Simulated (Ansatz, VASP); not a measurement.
# Cross-check of Fe2O3 (Hematite) between VASP and Ansatz

One calculation is typed for both programs; each brings its own data sets and cutoff. How far apart do they land?

Main program and level: Ansatz 0.2.0; plane waves, with VASP 6.6.1 beside it; single point at PBE, DFT+U.

In doubt: warnings of the run leave room for a lower electronic state, so energies may not be the lowest and differences between runs may mislead.

## Step 1: Set-up

The structure is trigonal, space group R-3c (No. 167). Conventional cell: a = 5.038 Å, b = 5.038 Å, c = 13.772 Å, α = 90.00°, β = 90.00°, γ = 120.00°. Fe has 6 O at 1.95 to 2.12 Å nearest. Nearest to O lie 4 Fe at 1.95 to 2.12 Å. O has 4 Fe at 1.95 to 2.12 Å nearest. Farther neighbours and most contacts between anions are not listed.

## Step 2: VASP: single point, PBE, DFT+U

A single point gives forces, pressure and levels at one fixed geometry, so differences don't come from the geometry; what else differs is listed under the comparison.

Lines of VASP's logs that name or quote its potential files are left out, and so is its time.

The input, INCAR:

```
SYSTEM = Fe2O3
PREC = Normal
ENCUT = 480
EDIFF = 1E-06
NELM = 150
ISMEAR = -1
SIGMA = 0.1
LREAL = Auto
ALGO = Normal
GGA = PE
NBANDS = 98
ISPIN = 2
MAGMOM = 4 -4 4 -4 4 -4 -4 4 0 0 0 0 0 0 0 0 0 0 0 0
LDAU = .TRUE.
LDAUTYPE = 2
LDAUL = 2 -1
LDAUU = 4.5 0
LDAUJ = 0 0
LDAUPRINT = 1
LASPH = .TRUE.
LMAXMIX = 4
LORBIT = 11
LWAVE = .FALSE.
LCHARG = .FALSE.
KPAR = 4
AMIX = 0.2
BMIX = 1E-04
AMIX_MAG = 0.8
BMIX_MAG = 1E-04
```

The input, POSCAR:

```
Fe2O3
1.0
    2.5190000000      1.4543453281      4.5906666667
   -2.5190000000      1.4543453281      4.5906666667
    0.0000000000     -5.8173813124      9.1813333334
Fe O
8 12
Direct
    0.3553000000      0.3553000000      0.1776500000
    0.3553000000      0.3553000000      0.6776500000
    0.1447000000      0.1447000000      0.0723500000
    0.1447000000      0.1447000000      0.5723500000
    0.6447000000      0.6447000000      0.3223500000
    0.6447000000      0.6447000000      0.8223500000
    0.8553000000      0.8553000000      0.4276500000
    0.8553000000      0.8553000000      0.9276500000
    0.5559000000      0.9441000000      0.1250000000
    0.5559000000      0.9441000000      0.6250000000
    0.2500000000      0.5559000000      0.4720500000
    0.2500000000      0.5559000000      0.9720500000
    0.9441000000      0.2500000000      0.2779500000
    0.9441000000      0.2500000000      0.7779500000
    0.4441000000      0.0559000000      0.3750000000
    0.4441000000      0.0559000000      0.8750000000
    0.7500000000      0.4441000000      0.0279500000
    0.7500000000      0.4441000000      0.5279500000
    0.0559000000      0.7500000000      0.2220500000
    0.0559000000      0.7500000000      0.7220500000
```

The input, KPOINTS:

```
Automatic mesh
0
Gamma
6 6 3
0 0 0
```

The projector-augmented-wave data sets are Fe and O (PBE family, release 64).

On the command line:

```
$ mpirun -np 4 vasp_std
```

Numbers of over 12 decimals in the logs are rounded to 6 here.

The log of the run:

```text
[banner, memory and clock lines left out]
running    4 mpi-ranks, on    1 nodes
 distrk:  each k-point on    1 cores,    4 groups
 distr:  one band on    1 cores,    1 groups

 POSCAR found type information on POSCAR FeO
 POSCAR found :  2 types and      20 ions
 LDA part: xc-table for (Slater+PW92), standard interpolation
|                                                                             |
|           W    W    AA    RRRRR   N    N  II  N    N   GGGG   !!!           |
|           W    W   A  A   R    R  NN   N  II  NN   N  G    G  !!!           |
|           W    W  A    A  R    R  N N  N  II  N N  N  G       !!!           |
|           W WW W  AAAAAA  RRRRR   N  N N  II  N  N N  G  GGG   !            |
|           WW  WW  A    A  R   R   N   NN  II  N   NN  G    G                |
|           W    W  A    A  R    R  N    N  II  N    N   GGGG   !!!           |
|                                                                             |
|     Your reciprocal lattice and k-lattice belong to different lattice       |
|     classes:                                                                |
|                                                                             |
|        The reciprocal lattice is base-centered monoclinic,                  |
|        whereas your k-lattice is rhombohedral (trigonal).                   |
|                                                                             |
|     Results are often still useful ...                                      |
|                                                                             |

 POSCAR, INCAR and KPOINTS ok, starting setup
 FFT: planning ... GRIDC
 FFT: planning ... GRID_SOFT
 FFT: planning ... GRID
 WAVECAR not read
 entering main loop
       N       E                     dE             d eps       ncg     rms          rms(c)
DAV:   1     0.173462968511E+04    0.17346E+04   -0.56412E+04 13328   0.155E+03
DAV:   2     0.203523892167E+03   -0.15311E+04   -0.13836E+04 13656   0.434E+02
DAV:   3    -0.147188286663E+03   -0.35071E+03   -0.31812E+03 14372   0.225E+02
DAV:   4    -0.179901512135E+03   -0.32713E+02   -0.32179E+02 15448   0.738E+01
DAV:   5    -0.181220445424E+03   -0.13189E+01   -0.13147E+01 17752   0.156E+01    0.747E+01
DAV:   6    -0.138795288461E+03    0.42425E+02   -0.80585E+01 20880   0.820E+01    0.758E+01
DAV:   7    -0.134681444398E+03    0.41138E+01   -0.34020E+01 23088   0.492E+01    0.721E+01
DAV:   8    -0.140838778386E+03   -0.61573E+01   -0.16389E+01 20720   0.555E+01    0.434E+01
DAV:   9    -0.138864247586E+03    0.19745E+01   -0.52923E+01 19272   0.143E+02    0.596E+01
DAV:  10    -0.136327913396E+03    0.25363E+01   -0.43820E+01 18056   0.903E+01    0.171E+01
DAV:  11    -0.134923848782E+03    0.14041E+01   -0.35910E+00 17280   0.348E+01    0.606E+00
DAV:  12    -0.134946306009E+03   -0.22457E-01   -0.22516E+00 21208   0.837E+00    0.297E+00
DAV:  13    -0.134993678079E+03   -0.47372E-01   -0.19519E-01 15328   0.315E+00    0.357E+00
DAV:  14    -0.134987027467E+03    0.66506E-02   -0.12603E-02 16296   0.575E-01    0.372E+00
[...]
DAV:  21    -0.134952741992E+03    0.30391E-03   -0.26102E-03 16856   0.492E-01    0.145E-01
DAV:  22    -0.134952632943E+03    0.10905E-03   -0.88832E-04 18368   0.153E-01    0.104E-01
DAV:  23    -0.134952652100E+03   -0.19156E-04   -0.31591E-04 17752   0.169E-01    0.978E-02
DAV:  24    -0.134952617286E+03    0.34814E-04   -0.13058E-04 14968   0.633E-02    0.231E-02
DAV:  25    -0.134952617614E+03   -0.32841E-06   -0.46648E-05 18864   0.347E-02    0.297E-02
DAV:  26    -0.134952613642E+03    0.39725E-05   -0.21193E-05 14648   0.555E-02    0.209E-02
DAV:  27    -0.134952611047E+03    0.25948E-05   -0.53927E-06 13008   0.130E-02    0.552E-03
DAV:  28    -0.134952610649E+03    0.39832E-06   -0.27639E-06  9912   0.664E-03
   1 F= -.13495261E+03 E0= -.13495253E+03  d E =-.156248E-03  mag=     0.0000
```

OUTCAR, selected parts (step 2):

```text
ion  position               nearest neighbor table
   1  0.355  0.355  0.178-  19 1.95  15 1.95  17 1.95   9 2.12  12 2.12  13 2.12   3 2.90   5 2.97
                             5 2.97   6 2.97
   2  0.355  0.355  0.678-  20 1.95  16 1.95  18 1.95  10 2.12  11 2.12  14 2.12   4 2.90   6 2.97
                             6 2.97   5 2.97
   3  0.145  0.145  0.072-  17 1.95  16 1.95  19 1.95   9 2.12  13 2.12  12 2.12   1 2.90   8 2.97
                             8 2.97   7 2.97
   4  0.145  0.145  0.572-  18 1.95  15 1.95  20 1.95  10 2.12  14 2.12  11 2.12   2 2.90   7 2.97
                             7 2.97   8 2.97
   5  0.645  0.645  0.322-  13 1.95   9 1.95  11 1.95  15 2.12  18 2.12  19 2.12   7 2.90   1 2.97
                             1 2.97   2 2.97
   6  0.645  0.645  0.822-  14 1.95  10 1.95  12 1.95  16 2.12  17 2.12  20 2.12   8 2.90   2 2.97
                             2 2.97   1 2.97
   7  0.855  0.855  0.428-  11 1.95  10 1.95  13 1.95  15 2.12  19 2.12  18 2.12   5 2.90   4 2.97
                             4 2.97   3 2.97
   8  0.855  0.855  0.928-  12 1.95   9 1.95  14 1.95  16 2.12  20 2.12  17 2.12   6 2.90   3 2.97
                             3 2.97   4 2.97
   9  0.556  0.944  0.125-   5 1.95   8 1.95   1 2.12   3 2.12
  10  0.556  0.944  0.625-   6 1.95   7 1.95   2 2.12   4 2.12
  11  0.250  0.556  0.472-   7 1.95   5 1.95   2 2.12   4 2.12
  12  0.250  0.556  0.972-   8 1.95   6 1.95   1 2.12   3 2.12
  13  0.944  0.250  0.278-   5 1.95   7 1.95   3 2.12   1 2.12
  14  0.944  0.250  0.778-   6 1.95   8 1.95   4 2.12   2 2.12
  15  0.444  0.056  0.375-   1 1.95   4 1.95   5 2.12   7 2.12
  16  0.444  0.056  0.875-   2 1.95   3 1.95   6 2.12   8 2.12
  17  0.750  0.444  0.028-   3 1.95   1 1.95   6 2.12   8 2.12
  18  0.750  0.444  0.528-   4 1.95   2 1.95   5 2.12   7 2.12
  19  0.056  0.750  0.222-   1 1.95   3 1.95   7 2.12   5 2.12
  20  0.056  0.750  0.722-   2 1.95   4 1.95   8 2.12   6 2.12

  LATTYP: Found a base centered monoclinic cell.
 ALAT       =     9.6310624083
 B/A-ratio  =     0.5230990919
 C/A-ratio  =     0.9060342046
 COS(beta)  =    -0.3020114015

 Subroutine GETGRP returns: Found  4 space group operations
 (whereof  2 operations were pure point group operations)

The static configuration has the point symmetry S_2 .
 The point group associated with its full space group is C_2h.

 Found     34 irreducible k-points:

   k-points           NKPTS =     34   k-points in BZ     NKDIM =     34   number of bands    NBANDS=     98

   dimension x,y,z NGX =    30 NGY =   30 NGZ =   60
   dimension x,y,z NGXF=    60 NGYF=   60 NGZF=  120

   ENCUT  =  480.0 eV  35.28 Ry    5.94 a.u.   9.71  9.71 19.42*2*pi/ulx,y,z

   NELECT =     136.0000    total number of electrons

 k-points in reciprocal lattice and weights: Automatic mesh
   0.00000000  0.00000000  0.00000000       0.009
   0.16666667  0.00000000 -0.00000000       0.037
   0.33333333  0.00000000  0.00000000       0.037
   0.50000000  0.00000000 -0.00000000       0.019
   0.16666667  0.16666667 -0.00000000       0.019
   0.33333333  0.16666667 -0.00000000       0.037
   0.50000000  0.16666667  0.00000000       0.037
  -0.33333333  0.16666667 -0.00000000       0.037
  -0.16666667  0.16666667  0.00000000       0.019
[...]
-0.16666667 -0.33333333  0.33333333       0.037
  -0.16666667 -0.16666667  0.33333333       0.019

atom =   1  type =  1  l = 2

 onsite density matrix

spin component  1

  1.0081  0.0320 -0.0018 -0.0050  0.0006
  0.0320  1.0240 -0.0006  0.0004 -0.0059
 -0.0018 -0.0006  0.9839 -0.0013  0.0004
 -0.0050  0.0004 -0.0013  1.0228 -0.0338
  0.0006 -0.0059  0.0004 -0.0338  1.0089

spin component  2

  0.1548  0.1015  0.0109 -0.0183 -0.0020
  0.1015  0.2002  0.0048  0.0025 -0.0129
  0.0109  0.0048  0.0886  0.0042 -0.0006
 -0.0183  0.0025  0.0042  0.2075 -0.0967
[...]
k-point     2 :       0.1667    0.0000   -0.0000
  band No.  band energies     occupation
    ...
     64       2.8993      1.00000
     65       3.1060      1.00000
     66       3.2168      1.00000
     67       3.3797      0.99998
     68       3.4619      0.99996
     69       5.5583      0.00002
     70       5.6740      0.00001
     71       5.8151      0.00000
     72       5.8812      0.00000
     73       5.9214      0.00000
    ...

 k-point     3 :       0.3333    0.0000    0.0000
  band No.  band energies     occupation
    ...
     64       2.8856      1.00000
     65       3.0692      1.00000
     66       3.2109      1.00000
     67       3.2695      0.99999
     68       3.4400      0.99997
     69       5.5410      0.00003
     70       5.6074      0.00001
     71       5.7842      0.00000
     72       5.8817      0.00000
     73       5.9274      0.00000
    ...

 k-point     4 :       0.5000    0.0000   -0.0000
  band No.  band energies     occupation
    ...
     64       2.8721      1.00000
     65       2.9274      1.00000
     66       3.1482      1.00000
     67       3.2627      0.99999
     68       3.3915      0.99998
     69       5.5362      0.00003
     70       5.6047      0.00001
     71       5.7630      0.00000
     72       5.8962      0.00000
     73       5.9221      0.00000
    ...

 k-point     5 :       0.1667    0.1667   -0.0000
  band No.  band energies     occupation
    ...
     64       2.8963      1.00000
     65       3.0498      1.00000
     66       3.2051      1.00000
     67       3.3135      0.99999
     68       3.4301      0.99997
     69       5.6210      0.00001
     70       5.7117      0.00000
     71       5.8090      0.00000
     72       5.8446      0.00000
     73       5.9152      0.00000
    ...

 k-point     6 :       0.3333    0.1667   -0.0000
  band No.  band energies     occupation
    ...
     64       2.8288      1.00000
     65       3.0513      1.00000
     66       3.1392      1.00000
     67       3.3188      0.99999
     68       3.3868      0.99998
     69       5.6044      0.00001
     70       5.6909      0.00001
     71       5.7716      0.00000
     72       5.8348      0.00000
     73       5.9616      0.00000
    ...

 spin component 2
 k-point     1 :       0.0000    0.0000    0.0000
  band No.  band energies     occupation
    ...
     64       2.9715      1.00000
     65       3.0589      1.00000
     66       3.1445      1.00000
     67       3.3377      0.99999
     68       3.4680      0.99996
     69       5.5675      0.00002
     70       5.7395      0.00000
     71       5.8467      0.00000
     72       5.8824      0.00000
     73       5.9012      0.00000
    ...

  Total        7.5530518      8.1539506      4.5277123      0.0000000     -0.1103190      0.0000000
  in kB       59.9625834     64.7330315     35.9448517      0.0000000     -0.8758064      0.0000000
  external PRESSURE =      53.5468222 kB  Pullay stress =       0.0000000 kB

  energy-cutoff  :      480.00
  volume of cell :      201.81
      direct lattice vectors                 reciprocal lattice vectors
     2.519000000  1.454345328  4.590666667     0.198491465  0.114599101  0.072611095
    -2.519000000  1.454345328  4.590666667    -0.198491465  0.114599101  0.072611095
     0.000000000 -5.817381312  9.181333333     0.000000000 -0.114599101  0.036305547

 POSITION                                       TOTAL-FORCE (eV/Angst)
 -----------------------------------------------------------------------------------
      0.00000      0.00000      4.89319         0.009549     -0.289994     -0.278583
      0.00000     -2.90869      9.48386         0.009549     -0.289994     -0.278583
      0.00000      0.00000      1.99281         0.009549      0.289994      0.278583
      0.00000     -2.90869      6.58348         0.009549      0.289994      0.278583
      0.00000      0.00000      8.87881        -0.015263     -0.312580      0.276272
      0.00000     -2.90869     13.46948        -0.015263     -0.312580      0.276272
      0.00000      0.00000     11.77919        -0.015263      0.312580     -0.276272
      0.00000     -2.90869     16.36986        -0.015263      0.312580     -0.276272
     -0.97788      1.45435      8.03367        -0.228491      0.000000     -0.000000
     -0.97788     -1.45435     12.62433        -0.228491      0.000000     -0.000000
     -0.77056     -1.57404      8.03367         0.151188      0.181213      0.004417
     -0.77056     -4.48273     12.62433         0.151188      0.181213      0.004417
      1.74844      0.11969      8.03367         0.151188     -0.181213     -0.004417
      1.74844     -2.78900     12.62433         0.151188     -0.181213     -0.004417
      0.97788     -1.45435      5.73833        -0.033665      0.000000     -0.000000
      0.97788     -4.36304     10.32900        -0.033665      0.000000     -0.000000
      0.77056      1.57404      5.73833        -0.014396      0.302731     -0.075687
      0.77056     -1.33465     10.32900        -0.014396      0.302731     -0.075687
     -1.74844     -0.11969      5.73833        -0.014396     -0.302731      0.075687
     -1.74844     -3.02838     10.32900        -0.014396     -0.302731      0.075687
 -----------------------------------------------------------------------------------
    total drift:                                0.000051     -0.000000     -0.000000

  FREE ENERGIE OF THE ION-ELECTRON SYSTEM (eV)
  ---------------------------------------------------
  free  energy   TOTEN  =      -134.9526106487 eV

  energy  without entropy=     -134.9524544006  energy(sigma->0) =     -134.95253252

 total charge
# of ion       s       p       d       tot
------------------------------------------
    1        0.384   0.554   5.828   6.766
    2        0.384   0.554   5.828   6.766
    3        0.384   0.554   5.828   6.766
    4        0.384   0.554   5.828   6.766
    5        0.384   0.554   5.830   6.768
    6        0.384   0.554   5.830   6.768
    7        0.384   0.554   5.830   6.768
    8        0.384   0.554   5.830   6.768
    9        1.563   3.496   0.000   5.059
   10        1.563   3.496   0.000   5.059
   11        1.567   3.483   0.000   5.050
   12        1.567   3.483   0.000   5.050
   13        1.567   3.483   0.000   5.050
   14        1.567   3.483   0.000   5.050
   15        1.569   3.477   0.000   5.046
   16        1.569   3.477   0.000   5.046
   17        1.566   3.489   0.000   5.055
   18        1.566   3.489   0.000   5.055
   19        1.566   3.489   0.000   5.055
   20        1.566   3.489   0.000   5.055
--------------------------------------------------
tot         21.866  46.267  46.631 114.764

 magnetization (x)
# of ion       s       p       d       tot
------------------------------------------
    1        0.019   0.031   4.233   4.284
    2       -0.019  -0.031  -4.233  -4.284
    3        0.019   0.031   4.233   4.284
    4       -0.019  -0.031  -4.233  -4.284
    5        0.018   0.029   4.218   4.264
    6       -0.018  -0.029  -4.218  -4.264
    7       -0.018  -0.029  -4.218  -4.264
    8        0.018   0.029   4.218   4.264
    9        0.019   0.303   0.000   0.322
   10       -0.019  -0.303   0.000  -0.322
   11       -0.008  -0.110   0.000  -0.118
   12        0.008   0.110   0.000   0.118
   13        0.008   0.110   0.000   0.118
   14       -0.008  -0.110   0.000  -0.118
   15        0.000   0.000   0.000   0.000
   16        0.000   0.000   0.000   0.000
   17        0.010   0.181   0.000   0.191
   18       -0.010  -0.181   0.000  -0.191
   19        0.010   0.181   0.000   0.191
   20       -0.010  -0.181   0.000  -0.191
--------------------------------------------------
tot          0.000   0.000   0.000   0.000
```

The run ends at a pressure of 5.35 GPa, with forces up to 0.42 eV/Å.

[end of part 1 of 2]

[Lines on the potential files, build, host, timing and source positions are cut from VASP's logs without a mark.]

[Logs are printed without paths, hosts, clocks, repeated set-up lines and the standing remarks that a program may print on its own settings, such as how far it seeks lower states.]

[Hosts, paths, dates, database ids (printed as entryN), source tags and the programs' standing remarks are cut or masked in the printed files.]
